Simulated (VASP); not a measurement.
Here is the system:

```xyz
2
Lattice="0.0000 3.0422 3.0422 3.0422 0.0000 3.0422 3.0422 3.0422 0.0000" Properties=species:S:1:pos:R:3 pbc="T T T"
Pb     0.0000     0.0000     0.0000
S      3.0422     3.0422     3.0422
```

All values below come from PBE GGA with D3 dispersion (zero damping), VASP's PBE PAW potentials (set 64) (plane waves; VASP). Settings: 520 eV cut-off, 8×8×8 Γ-centred mesh, Gaussian smearing of 0.050 eV, potentials Pb_d S.

### Question
Give the stress tensor in GPa (positive for a compressed cell).

### Answer

```
-2.61   0.00   0.00
 0.00  -2.61   0.00
 0.00   0.00  -2.61
```
The pressure is its mean diagonal, -2.61 GPa.

The compound is PbS in the rock salt structure. This cell is one point of a volume scan, at 1.06 of the reference volume.
